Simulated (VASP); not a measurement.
Ta4NiO11:

```xyz
16
Lattice="6.0074 0.0000 0.0000 0.0000 6.0074 0.0000 0.0000 0.0000 6.0074" Properties=species:S:1:pos:R:3 pbc="T T T"
Ta    3.0037    0.0000    0.0000
Ta    0.0000    3.0037    0.0000
Ta    0.0000    0.0000    3.0037
Ta    3.0037    3.0037    3.0037
Ni    0.0000    0.0000    0.0000
O     1.8571    1.8571    1.8571
O     4.1503    4.1503    1.8571
O     4.1503    1.8571    4.1503
O     1.8571    4.1503    4.1503
O     1.8571    1.8571    4.1503
O     4.1503    4.1503    4.1503
O     1.8571    4.1503    1.8571
O     4.1503    1.8571    1.8571
O     0.0000    3.0037    3.0037
O     3.0037    0.0000    3.0037
O     3.0037    3.0037    0.0000
```

The cell was built by a generator and needn't be a form met in nature.

```yaml
Program: VASP 6.6.1
Task: relaxation of cell and atoms
Functional: PBE
Potentials_or_basis: VASP PAW PBE potentials, release 64 (Ta_pv, Ni, O)
Cutoff: 520 eV
k_mesh: 3 × 3 × 3
Occupations: gaussian, width 0.15 eV
Spin: collinear spin, ferromagnetic start
Starting_moments: "[0.0, 0.0, 0.0, 0.0, 1.0, 0.0, 0.0, 0.0, 0.0, 0.0, 0.0, 0.0, 0.0, 0.0, 0.0, 0.0] μB"
```

At the start: pressure -17.5 GPa; volume 13.55 Å³/atom.

Problem. How do energy, volume and symmetry change on relaxing?

Solution. Over 15 steps the energy falls by 1854.0 meV/atom and the volume is 8.88 Å³/atom (-34.4 %); space group Pm-3m (No. 221, to 0.05 Å); moment 1.96 μB per cell.

Step by step:
| step | energy change (eV) | largest force (eV/Å) | pressure (GPa) | volume (Å³) |
| --- | --- | --- | --- | --- |
| 1 | 0.0000 | 5.2662 | -17.47 | 216.80 |
| 2 | 45.5097 | 4.4048 | -10.68 | 173.67 |
| 3 | 26.5770 | 14.0089 | 459.22 | 88.09 |
| 4 | -13.6516 | 7.6561 | 1.52 | 161.15 |
| 5 | -10.0493 | 5.0553 | 150.95 | 120.97 |
| 6 | -19.7527 | 6.4521 | 21.57 | 139.32 |
| 7 | -21.4343 | 5.9230 | 34.80 | 131.91 |
| 8 | -21.9552 | 5.4637 | 48.89 | 126.36 |
| 9 | -27.7676 | 1.4547 | 34.22 | 128.28 |
| 10 | -28.3866 | 0.1168 | 34.46 | 129.12 |
| 11 | -29.5288 | 0.6208 | 2.93 | 140.15 |
| 12 | -29.5299 | 0.6774 | 1.11 | 140.81 |
| 13 | -29.5302 | 0.6657 | 1.75 | 140.57 |
| 14 | -29.5870 | 0.5158 | 1.25 | 140.95 |
| 15 | -29.6640 | 0.0383 | 0.08 | 142.12 |

Final structure:
```cif
data_structure
_symmetry_space_group_name_H-M 'P 1'
_symmetry_Int_Tables_number 1
_cell_length_a 5.2186
_cell_length_b 5.2186
_cell_length_c 5.2186
_cell_angle_alpha 90.000
_cell_angle_beta 90.000
_cell_angle_gamma 90.000
_cell_volume 142.12
loop_
_atom_site_label
_atom_site_type_symbol
_atom_site_fract_x
_atom_site_fract_y
_atom_site_fract_z
_atom_site_occupancy
Ta1 Ta 0.50000 0.00000 0.00000 1
Ta2 Ta 0.00000 0.50000 0.00000 1
Ta3 Ta 0.00000 0.00000 0.50000 1
Ta4 Ta 0.50000 0.50000 0.50000 1
Ni1 Ni 0.00000 0.00000 0.00000 1
O1 O 0.23191 0.23191 0.23191 1
O2 O 0.76809 0.76809 0.23191 1
O3 O 0.76809 0.23191 0.76809 1
O4 O 0.23191 0.76809 0.76809 1
O5 O 0.23191 0.23191 0.76809 1
O6 O 0.76809 0.76809 0.76809 1
O7 O 0.23191 0.76809 0.23191 1
O8 O 0.76809 0.23191 0.23191 1
O9 O 0.00000 0.50000 0.50000 1
O10 O 0.50000 0.00000 0.50000 1
O11 O 0.50000 0.50000 0.00000 1
```

Caveat: the volume moved by over 15 % at a fixed basis, so the end points are rough; a cell with one magnetic atom can't hold antiferromagnetic order, which such compounds often take.
